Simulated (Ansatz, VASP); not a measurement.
## Cross-check of W8S (W(110)-c(2x2)-S, longbridge site) between VASP and Ansatz

Wanted: the spread between two codes on one cell, functional and k mesh. Of the first pair: The structure shown is the start of the Ansatz relaxation below; VASP solves that cell, so the two are compared at the walk's first step.

Method: plane waves, with VASP 6.6.1 beside it; single point at PBE, in Ansatz 0.2.0.

## (1) Set-up

The cell holds 9 atoms: 8 W and 1 S. Its edges and angles: a = 4.469 Å, b = 3.160 Å, c = 25.921 Å, α = 90.0°, β = 90.0°, γ = 90.0°. Vacuum lies along c.

## (2) Ansatz: relaxation, PBE

Ansatz runs on its default PAW (the set named soft_2) files.

The two programs are compared at the cell with which this relaxation starts, whose forces are those of its first step.

The input, input.yaml:

```yaml
crystal:
  lattice:
    - [4.4689148571, 0.0, 0.0]
    - [0.0, 3.16, 0.0]
    - [0.0, 0.0, 25.9209511456]
  atoms:
    - { symbol: W, position: [0.0, 0.0, 0.3279200656] }
    - { symbol: W, position: [0.5, 0.5, 0.3279200656] }
    - { symbol: W, position: [0.0, 0.5, 0.4141228217] }
    - { symbol: W, position: [0.5, 0.0, 0.4141228217] }
    - { symbol: W, position: [0.0, 0.0, 0.5003255777] }
    - { symbol: W, position: [0.5, 0.5, 0.5003255777] }
    - { symbol: W, position: [0.0, 0.5, 0.5865283338] }
    - { symbol: W, position: [0.5, 0.0, 0.5865283338] }
    - { symbol: S, position: [0.0, 0.0, 0.6720799344] }
kpoints:
  mp_grid: { grid: [6, 9, 1] }
hamiltonian:
  xc: pbe
scf:
  occupations: { method: fermi_dirac, width: 0.1 }
  convergence: { dr2_threshold: 1.0e-08 }
efield:
  axis: 3
  dipole_correction: true
  ramp_position: 0.97
  ramp_width: 0.06
relax:
  f_tol: 0.015
  max_steps: 90
  constraints: [{ sites: [0, 1, 2, 3] }]
output:
  write_potential: true
  write_density: true
  volumetric_format: npy
```

The run is started by

```console
> ansatz run input.yaml --threads 2 --pin off --max-ram 3072MiB --backend cpu --events-out ev --progress --plain --runs-dir out
```

Numbers of over 12 decimals in the logs are rounded to 6 here.

Log:

```text
Engine: ansatz 0.2.0, x86_64-unknown-linux-gnu
Pseudopotentials: kind: paw
Pseudopotential: W, paw, valence charge 14, recommended cutoff 420 eV (normal), W.paw.azcp
Pseudopotential: S, paw, valence charge 6, recommended cutoff 420 eV (normal), S.paw.azcp
Functional definition: PBE
  parameter kappa = 0.804
  parameter beta = 0.066725
  exchange = pbe_x(kappa = kappa, mu = beta*pi^2/3)
  correlation = pbe_c(beta = beta)
Crystal: 9 atoms, lattice volume = 366.050 Å³
Basis set: ecut = 420 eV, 7163 PW (Γ), exchange–correlation on 60×48×360 points (8 copies of the dense FFT grid, shifted against one another)
Bands: 71, of which v1, the nominal top of the filled ones, is band 59 counted from 1 (58 counted from 0)
Symmetry: 4 space group operations
Space group: Pmm2 (ITA 25), of the structure as read, at distance tolerance 7.2e-5 Å
k-points: 20 of 54
Non-local potential: W, projectors of the file, l = 0: 3, l = 1: 2, l = 2: 2, l = 3: 1
Non-local potential: S, projectors of the file, l = 0: 2, l = 1: 2, l = 2: 2
PAW form: soft (Blöchl's): semilocal exchange-correlation on the pseudo side does not see the compensation charge
PAW one-centre angular grid: W, 590 points (default); XC on 64 Gauss nodes
PAW one-centre angular grid: S, 110 points (default); XC on 64 Gauss nodes
Initial density: superposition of atomic densities (neutral atoms: chi_scale 0, normalization atom), corrected by the library's trained network
Initial wavefunctions: pseudopotential atomic-orbital guess
Functional: x = pbe(κ = 0.804, μ = 0.219515), c = pbe(β = 0.066725)
SCF iter   1: F=—  HF=-83976.721403 eV  |F-HF|=—  |Δ(HF+E_count)|=         —  Δρ=7.84e-3  dr2=2.31e0  ethr=1.77e-3  p=-0.030 e·Å  D=-1.48e-2 V/Å  ΔV_dip=0.38 eV  dr2_dipole=8.89e-3  V_vac-E_F(+/−)=5.39/5.00 eV  ⟨swp⟩=8.8  Hψ=6845  notcnv=0
efield: sawtooth ramp at fractional position 0.9700 (set: `efield.ramp_position`, or a place that a band, a saddle search or an elastic batch's reference lends), width 0.0600; the density the first Hamiltonian is built on has a dipole p = -0.030 e·Å; the dipole correction subtracts the counter field D = -1.48e-2 V/Å, which shifts the + side's vacuum level by +0.38 eV against the − side's; the planar-averaged density in the ramp window peaks in size at 2.3e-5 e/Å³
preconditioner: auto → LDOS  [metal: Δε(μ)=0.063 eV  Ē_g=5.020 eV  σ=0.100 eV  W_gap=0.15  n_scr=66 (ndim 8)  ℏωp=14.3 eV  f_vac=0.534  D(μ)=5.99/eV (n_scr^D=32)  β→1.0]
SCF iter   2: F=—  HF=-83976.633352 eV  |F-HF|=—  |Δ(HF+E_count)|=   8.81e-2  Δρ=3.82e-3  dr2=2.79e-1  ethr=1.77e-3  p=-0.022 e·Å  D=-1.07e-2 V/Å  ΔV_dip=0.28 eV  dr2_dipole=1.78e-2  V_vac-E_F(+/−)=5.18/4.90 eV  ⟨swp⟩=2.6  Hψ=1824  notcnv=0
SCF iter   3: F=—  HF=-83976.615281 eV  |F-HF|=—  |Δ(HF+E_count)|=   1.81e-2  Δρ=9.54e-4  dr2=9.77e-3  ethr=2.37e-4  p=-0.027 e·Å  D=-1.32e-2 V/Å  ΔV_dip=0.34 eV  dr2_dipole=1.32e-4  V_vac-E_F(+/−)=5.23/4.89 eV  ⟨swp⟩=2.3  Hψ=2084  notcnv=0
SCF iter   4: F=—  HF=-83976.614293 eV  |F-HF|=—  |Δ(HF+E_count)|=   9.88e-4  Δρ=2.19e-4  dr2=4.81e-4  ethr=8.28e-6  p=-0.026 e·Å  D=-1.27e-2 V/Å  ΔV_dip=0.33 eV  dr2_dipole=7.19e-5  V_vac-E_F(+/−)=5.22/4.89 eV  ⟨swp⟩=2.8  Hψ=2204  notcnv=0
SCF iter   5: F=—  HF=-83976.614287 eV  |F-HF|=—  |Δ(HF+E_count)|=   5.75e-6  Δρ=7.02e-5  dr2=4.04e-5  ethr=4.08e-7  p=-0.026 e·Å  D=-1.27e-2 V/Å  ΔV_dip=0.33 eV  dr2_dipole=7.79e-6  V_vac-E_F(+/−)=5.22/4.89 eV  ⟨swp⟩=2.9  Hψ=2263  notcnv=0
SCF iter   6: F=—  HF=-83976.614327 eV  |F-HF|=—  |Δ(HF+E_count)|=   3.98e-5  Δρ=2.25e-5  dr2=3.45e-6  ethr=3.43e-8  p=-0.026 e·Å  D=-1.27e-2 V/Å  ΔV_dip=0.33 eV  dr2_dipole=8.12e-7  V_vac-E_F(+/−)=5.22/4.89 eV  ⟨swp⟩=2.2  Hψ=1974  notcnv=0
SCF iter   7: F=—  HF=-83976.614294 eV  |F-HF|=—  |Δ(HF+E_count)|=   3.28e-5  Δρ=7.30e-6  dr2=2.89e-7  ethr=2.92e-9  p=-0.026 e·Å  D=-1.27e-2 V/Å  ΔV_dip=0.33 eV  dr2_dipole=6.09e-9  V_vac-E_F(+/−)=5.22/4.89 eV  ⟨swp⟩=2.9  Hψ=2338  notcnv=0
SCF iter   8: F=—  HF=-83976.614294 eV  |F-HF|=—  |Δ(HF+E_count)|=   3.36e-7  Δρ=2.51e-6  dr2=3.05e-8  ethr=2.45e-10  p=-0.026 e·Å  D=-1.27e-2 V/Å  ΔV_dip=0.33 eV  dr2_dipole=2.56e-9  V_vac-E_F(+/−)=5.22/4.89 eV  ⟨swp⟩=3.4  Hψ=2842  notcnv=0
SCF iter   9: F=-83976.614294 eV  HF=-83976.614294 eV  |F-HF|=9.12e-9  |Δ(HF+E_count)|=   7.11e-8  Δρ=7.52e-7  dr2=3.35e-9  ethr=8.47e-12  p=-0.026 e·Å  D=-1.27e-2 V/Å  ΔV_dip=0.33 eV  dr2_dipole=3.58e-11  V_vac-E_F(+/−)=5.22/4.89 eV  ⟨swp⟩=11.9  Hψ=11211  notcnv=0
SCF 1 converged in 9 iterations: F = -83976.614294 eV  dr2 = 3.35e-9
  greatest PAW one-centre occupation: 1.000 electrons in one spin orbital (limit 2), on the W atom at site 1 (counted from 0), in its partial waves of l = 0
relax step   1: F+E_penalty+E_count = -83976.61429420 eV  Δ(F+E_penalty+E_count) = +0.000e0 eV  max|allowed force component| = 3.764e0 eV/Å  Δτ_max = 0.0000 Å  (9 SCF iters, accepted)
Initial density: handed on by an earlier stage of this run
[...]
SCF iter   2: F=—  HF=-83977.745934 eV  |F-HF|=—  |Δ(HF+E_count)|=   1.99e-5  Δρ=3.98e-5  dr2=1.86e-5  ethr=5.30e-8  p=0.015 e·Å  D=7.41e-3 V/Å  ΔV_dip=-0.19 eV  dr2_dipole=6.04e-8  V_vac-E_F(+/−)=4.72/4.91 eV  ⟨swp⟩=2.8  Hψ=2394  notcnv=0
SCF iter   3: F=—  HF=-83977.745935 eV  |F-HF|=—  |Δ(HF+E_count)|=   8.46e-7  Δρ=1.41e-5  dr2=2.12e-6  ethr=1.58e-8  p=0.015 e·Å  D=7.42e-3 V/Å  ΔV_dip=-0.19 eV  dr2_dipole=6.50e-9  V_vac-E_F(+/−)=4.72/4.91 eV  ⟨swp⟩=2.8  Hψ=2559  notcnv=0
SCF iter   4: F=—  HF=-83977.745905 eV  |F-HF|=—  |Δ(HF+E_count)|=   3.05e-5  Δρ=2.96e-6  dr2=5.47e-8  ethr=1.80e-9  p=0.015 e·Å  D=7.41e-3 V/Å  ΔV_dip=-0.19 eV  dr2_dipole=1.65e-10  V_vac-E_F(+/−)=4.72/4.91 eV  ⟨swp⟩=2.9  Hψ=2513  notcnv=0
SCF iter   5: F=-83977.745905 eV  HF=-83977.745905 eV  |F-HF|=1.78e-8  |Δ(HF+E_count)|=   2.82e-8  Δρ=8.56e-7  dr2=2.85e-9  ethr=8.47e-12  p=0.015 e·Å  D=7.41e-3 V/Å  ΔV_dip=-0.19 eV  dr2_dipole=8.48e-12  V_vac-E_F(+/−)=4.72/4.91 eV  ⟨swp⟩=11.9  Hψ=11558  notcnv=0
SCF 6 converged in 5 iterations: F = -83977.745905 eV  dr2 = 2.85e-9
relax step   6: F+E_penalty+E_count = -83977.74590456 eV  Δ(F+E_penalty+E_count) = -2.773e-5 eV  max|allowed force component| = 3.615e-3 eV/Å  Δτ_max = 0.0012 Å  (5 SCF iters, accepted)
NSCF: frozen V_eff on 20 k-points
the band table was solved once a step of the walk had ended and its energy, with any forces and stress, was formed, with the checks that follow a solve (6860 applications of the Hamiltonian). They found nothing against the state; the energy, forces and stress were not computed again (output.eigenvalues in the input reference)
WARN: The output density's exchange-correlation potential varies sharply where the density is thin. Do not read a vacuum level from v_tot or v_xc, or from such a field of the output density. On a cell that repeats whose density bears no net charge and no dipole along the vacuum's axis use v_es (v_loc + v_h of the components); under efield.dipole_correction with no amplitude use v_es + v_field, which holds any externa [...]
SCF converged after 5 iterations
Free energy (F): -83977.745905 eV
Harris-Foulkes:  -83977.745905 eV  (|F-HF|=1.78e-8)
Internal energy: -83977.565240 eV  (E = F + TS)
E sigma→0 (E₀):  -83977.655573 eV
Entropy (-TS):   -0.180664 eV (-20.074 meV/atom)
Fermi energy:    5.395247 eV
Dipole field:    D = 0.007406 V/Å  (p = 0.014983 e·Å, saw-weighted, corrected)
Work function:   Φ+ = 4.7189 eV   Φ− = 4.9109 eV
Levels:          The Fermi level and band energies are counted from a zero that moves with the ramp; work functions are not
--- Per-component energies (eV) ---
  E_band       = -2587.768807
  E_kinetic    = 3697.396472
  E_local      = -160819.497304  (includes V_loc(G=0)·N_el)
  E_nonlocal   = 35.595847
  E_hartree    = 78746.329427
  E_xc         = -2226.718520
  E_vxc        = -1989.922506  (∫ρ·V_xc dr)
  E_paw        = -69100.242614  (= ΣΔE_a)
  E_vpaw       = -1004.725512  (= ΣTr[D̂ρ^β])
  E_aug_tail   = -0.000471  (compensation charges beyond the density's cutoff)
  E_efield     = 0.000055  (sawtooth field / dipole correction)
  E_vefield    = 0.726558  (∫n·V_field dr)
  E_ewald      = 65689.571867
  E_smearing   = -0.180664  (= −TS)
  E_closure    = -0.000000  (closes the sum)
  Σ components = -83977.745905   (vs F -83977.745905, Δ=0.00e0)
--- Forces (eV/Å), atoms counted from 1 ---
  atom   1  W      0.00000000     0.00000000     0.11746331
  atom   2  W      0.00000000     0.00000000     0.65639685
  atom   3  W      0.00000000     0.00000000    -0.10502943
  atom   4  W      0.00000000     0.00000000    -0.66771320
  atom   5  W      0.00000000     0.00000000     0.00095672
  atom   6  W      0.00000000     0.00000000    -0.00361475
  atom   7  W      0.00000000     0.00000000     0.00358973
  atom   8  W      0.00000000     0.00000000     0.00133908
  atom   9  S      0.00000000     0.00000000    -0.00337089
  max |Σ_I F_I| component: 1.74e-5 eV/Å
--- Band table (eV; the first three rows and the last of 20) ---
  k-point 0: bands = [... 55 lower, 4.4945, 4.8705, 5.3320, 5.5340, 6.2197, 6.3303, 6.5547, 6.6613, ... 8 higher]
  k-point 1: bands = [... 55 lower, 4.2092, 4.8905, 5.2629, 5.6307, 6.1392, 6.3650, 6.5762, 6.8931, ... 8 higher]
  k-point 2: bands = [... 55 lower, 4.2608, 4.3771, 4.9484, 5.6542, 5.8074, 6.2172, 6.5589, 6.6830, ... 8 higher]
  k-point 19: bands = [... 55 lower, 4.3030, 5.4312, 5.9449, 5.9727, 6.7831, 7.0474, 7.0843, 7.2891, ... 8 higher]
--- Relaxed structure (6 steps of the walk, 6 accepted, 0 SCFs on fresh bases) ---
  F+E_penalty+E_count = -83977.74590456 eV   max|allowed force component| = 3.615e-3 eV/Å
  atoms:
    - { symbol: W, position: [0.0, 0.0, 0.3279200656] }
    - { symbol: W, position: [0.500000, 0.500000, 0.3279200656] }
    - { symbol: W, position: [0.0, 0.500000, 0.414123] }
    - { symbol: W, position: [0.500000, 0.0, 0.414123] }
    - { symbol: W, position: [0.0, 0.0, 0.499551] }
    - { symbol: W, position: [0.500000, 0.500000, 0.503428] }
    - { symbol: W, position: [0.0, 0.500000, 0.586174] }
    - { symbol: W, position: [0.500000, 0.0, 0.589981] }
    - { symbol: S, position: [0.0, 0.0, 0.655168] }
```

## (3) VASP: single point, PBE, start cell, pair 1

The same cell, functional, mesh and smearing now go to VASP, with its own data sets.

Lines of VASP's logs that name or quote its potential files are left out, and so is its time.

The input, INCAR:

```
SYSTEM = W8S
PREC = Accurate
ENCUT = 520
EDIFF = 1E-06
NELM = 120
ISMEAR = -1
SIGMA = 0.1
LREAL = .FALSE.
ALGO = Normal
GGA = PE
NBANDS = 36
LASPH = .TRUE.
LORBIT = 11
LWAVE = .FALSE.
LCHARG = .FALSE.
ISIF = 2
LDIPOL = .TRUE.
IDIPOL = 3
DIPOL = 0.5 0.5 0.48
LVHAR = .TRUE.
GGA_COMPAT = .FALSE.
NELMDL = -8
KPAR = 2
```

The input, POSCAR:

```
W8S
1.0
    4.4689148571      0.0000000000      0.0000000000
    0.0000000000      3.1600000000      0.0000000000
    0.0000000000      0.0000000000     25.9209511456
W S
8 1
Direct
    0.0000000000      0.0000000000      0.3279200656
    0.5000000000      0.5000000000      0.3279200656
    0.0000000000      0.5000000000      0.4141228051
    0.5000000000      0.0000000000      0.4141228051
    0.0000000000      0.0000000000      0.5003255832
    0.5000000000      0.5000000000      0.5003255832
    0.0000000000      0.5000000000      0.5865283228
    0.5000000000      0.0000000000      0.5865283228
    0.0000000000      0.0000000000      0.6720799288
```

The input, KPOINTS:

```
Automatic mesh
0
Gamma
6 9 1
0 0 0
```

Potentials, in the order of the species: W and S (PBE family, release 64).

The run is started by

```console
> mpirun -np 2 vasp_std
```

Log:

```text
[banner, memory and clock lines left out]
running    2 mpi-ranks, on    1 nodes
 distrk:  each k-point on    1 cores,    2 groups
 distr:  one band on    1 cores,    1 groups

 POSCAR found type information on POSCAR W S
 POSCAR found :  2 types and       9 ions
 LDA part: xc-table for (Slater+PW92), standard interpolation
 POSCAR, INCAR and KPOINTS ok, starting setup
 FFT: planning ... GRIDC
 FFT: planning ... GRID_SOFT
 FFT: planning ... GRID
 WAVECAR not read
 entering main loop
       N       E                     dE             d eps       ncg     rms          rms(c)
DAV:   1     0.295746621665E+03    0.29575E+03   -0.20444E+04  1440   0.120E+03
DAV:   2    -0.725633615932E+02   -0.36831E+03   -0.35237E+03  2068   0.265E+02
DAV:   3    -0.107912068029E+03   -0.35349E+02   -0.34308E+02  1736   0.784E+01
DAV:   4    -0.110332523230E+03   -0.24205E+01   -0.23675E+01  2356   0.180E+01
DAV:   5    -0.110414745456E+03   -0.82222E-01   -0.81347E-01  2344   0.341E+00
DAV:   6    -0.110418621024E+03   -0.38756E-02   -0.38236E-02  2456   0.515E-01
DAV:   7    -0.110418857126E+03   -0.23610E-03   -0.23381E-03  2352   0.108E-01
DAV:   8    -0.110418881372E+03   -0.24247E-04   -0.24042E-04  2424   0.216E-02    0.533E+01
DAV:   9    -0.106810213597E+03    0.36087E+01   -0.19093E+01  2248   0.160E+01    0.270E+01
DAV:  10    -0.193308471821E+03   -0.86498E+02   -0.57851E+02  2684   0.905E+01    0.342E+01
DAV:  11    -0.105933973157E+03    0.87374E+02   -0.43607E+02  2548   0.631E+01    0.164E+01
DAV:  12    -0.103165789116E+03    0.27682E+01   -0.12717E+02  2484   0.408E+01    0.370E+00
DAV:  13    -0.104378604158E+03   -0.12128E+01   -0.17677E+01  2288   0.153E+01    0.337E+00
DAV:  14    -0.104231580879E+03    0.14702E+00   -0.18162E+00  2192   0.585E+00    0.295E+00
[...]
DAV:  31    -0.104191698897E+03   -0.43785E-05   -0.71971E-07  1032   0.424E-03    0.319E-03
DAV:  32    -0.104191703707E+03   -0.48095E-05   -0.12416E-06  1216   0.441E-03    0.298E-03
DAV:  33    -0.104191705345E+03   -0.16384E-05   -0.41246E-07   980   0.424E-03    0.164E-03
DAV:  34    -0.104191708636E+03   -0.32909E-05   -0.24181E-07  1032   0.155E-03    0.975E-04
DAV:  35    -0.104191710823E+03   -0.21870E-05   -0.91845E-08   956   0.114E-03    0.108E-03
DAV:  36    -0.104191712131E+03   -0.13082E-05   -0.91005E-08   980   0.105E-03    0.376E-04
DAV:  37    -0.104191713397E+03   -0.12660E-05   -0.62142E-08   948   0.799E-04    0.613E-04
DAV:  38    -0.104191713792E+03   -0.39465E-06   -0.27654E-08   948   0.604E-04
   1 F= -.10419171E+03 E0= -.10409471E+03  d E =-.193998E+00
```

From OUTCAR (step 3):

```text
ion  position               nearest neighbor table
   1  0.000  0.000  0.328-   3 2.74   3 2.74   2 2.74   2 2.74   2 2.74   2 2.74   4 3.16   4 3.16

  LATTYP: Found a simple orthorhombic cell.
 ALAT       =     3.1600000000
 B/A-ratio  =     1.4142135624
 C/A-ratio  =     8.2028326410

 Subroutine GETGRP returns: Found  4 space group operations
 (whereof  4 operations were pure point group operations)

The static configuration has the point symmetry C_2v.

 Found     20 irreducible k-points:

   k-points           NKPTS =     20   k-points in BZ     NKDIM =     20   number of bands    NBANDS=     36

   dimension x,y,z NGX =    36 NGY =   24 NGZ =  196
   dimension x,y,z NGXF=    72 NGYF=   48 NGZF=  392

   ENCUT  =  520.0 eV  38.22 Ry    6.18 a.u.   8.31  5.88 48.20*2*pi/ulx,y,z

   NELECT =      54.0000    total number of electrons

 k-points in reciprocal lattice and weights: Automatic mesh
   0.00000000  0.00000000  0.00000000       0.019
   0.16666667  0.00000000  0.00000000       0.037
   0.33333333  0.00000000  0.00000000       0.037
   0.50000000  0.00000000  0.00000000       0.019
   0.00000000  0.11111111  0.00000000       0.037
   0.16666667  0.11111111  0.00000000       0.074
   0.33333333  0.11111111  0.00000000       0.074
   0.50000000  0.11111111  0.00000000       0.037
   0.00000000  0.22222222  0.00000000       0.037
[...]
0.33333333  0.44444444  0.00000000       0.074
   0.50000000  0.44444444  0.00000000       0.037

 dipolmoment           0.000000      0.000000      0.023845 electrons x Angstroem

 average (electrostatic) potential at core
       1 -45.6801       2 -45.6516       3 -45.7871       4 -45.7968       5 -45.7654
       6 -45.7717       7 -46.1032       8 -45.9280       9 -91.8829

 E-fermi :   0.0194

 k-point     1 :       0.0000    0.0000    0.0000
  band No.  band energies     occupation
    ...
     22      -1.3748      2.00000
     23      -1.2220      1.99999
     24      -0.7977      1.99943
     25      -0.1720      1.74304
     26       0.1059      0.59282
     27       0.3049      0.10889
     28       0.8524      0.00048
     29       0.9472      0.00019
     30       0.9617      0.00016
     31       1.4098      0.00000
    ...

 k-point     2 :       0.1667    0.0000    0.0000
  band No.  band energies     occupation
    ...
     22      -1.2785      2.00000
     23      -1.1752      1.99999
     24      -0.9269      1.99984
     25      -0.4166      1.97477
     26      -0.1728      1.74485
     27       0.1859      0.31819
     28       0.5993      0.00604
     29       0.7521      0.00131
     30       0.8194      0.00067
     31       0.9296      0.00022
    ...

 k-point     3 :       0.3333    0.0000    0.0000
  band No.  band energies     occupation
    ...
     25      -0.5233      1.99125
     26      -0.3804      1.96396
     27      -0.2975      1.91935
     28      -0.0853      1.48054
     29      -0.0716      1.42589
     30       0.2694      0.15171
     31       0.4661      0.02271
     32       0.5410      0.01080
     33       0.5665      0.00838
     34       0.7138      0.00193
    ...

  Total       -7.4925251     -6.7589631    -11.7351319      0.0000000      0.0000000      0.0000000
  in kB      -32.7943248    -29.5835685    -51.3639554      0.0000000      0.0000000      0.0000000
  external PRESSURE =     -37.9139496 kB  Pullay stress =       0.0000000 kB

  energy-cutoff  :      520.00
  volume of cell :      366.05
      direct lattice vectors                 reciprocal lattice vectors
     4.468914857  0.000000000  0.000000000     0.223767969  0.000000000  0.000000000
     0.000000000  3.160000000  0.000000000     0.000000000  0.316455696  0.000000000
     0.000000000  0.000000000 25.920951146     0.000000000  0.000000000  0.038578831

 POSITION                                       TOTAL-FORCE (eV/Angst)
 -----------------------------------------------------------------------------------
      0.00000      0.00000      8.50000         0.000000      0.000000      0.343190
      2.23446      1.58000      8.50000         0.000000      0.000000      0.743752
      0.00000      1.58000     10.73446         0.000000      0.000000     -0.357232
      2.23446      0.00000     10.73446         0.000000      0.000000     -0.953904
      0.00000      0.00000     12.96891         0.000000      0.000000     -0.118269
      2.23446      1.58000     12.96891         0.000000      0.000000      0.911028
      0.00000      1.58000     15.20337         0.000000      0.000000      2.258144
      2.23446      0.00000     15.20337         0.000000      0.000000      0.987913
      0.00000      0.00000     17.42095         0.000000      0.000000     -3.814620
 -----------------------------------------------------------------------------------
    total drift:                                0.000000     -0.000000     -0.000283

  FREE ENERGIE OF THE ION-ELECTRON SYSTEM (eV)
  ---------------------------------------------------
  free  energy   TOTEN  =      -104.1917137918 eV

  energy  without entropy=     -103.9977161135  energy(sigma->0) =     -104.09471495

 vacuum level on the upper side and lower side of the slab         5.233         4.927

 total charge
# of ion       s       p       d       tot
------------------------------------------
    1        0.677   0.536   4.031   5.244
    2        0.676   0.534   4.037   5.247
    3        0.678   0.710   4.178   5.566
    4        0.678   0.707   4.178   5.563
    5        0.676   0.714   4.187   5.576
    6        0.673   0.709   4.184   5.566
    7        0.638   0.623   4.050   5.311
    8        0.638   0.535   4.054   5.227
    9        1.378   2.175   0.000   3.553
--------------------------------------------------
tot          6.712   7.242  32.898  46.853

[... 3 further parts left out ...]
```

(Continued in part 2 of 2.)

[Lines on the potential files, build, host, timing and source positions are cut from VASP's logs without a mark.]

[Logs are printed without paths, hosts, clocks, repeated set-up lines and the standing remarks that a program may print on its own settings, such as how far it seeks lower states.]

[Hosts, paths, dates, database ids (printed as entryN), source tags and the programs' standing remarks are cut or masked in the printed files.]
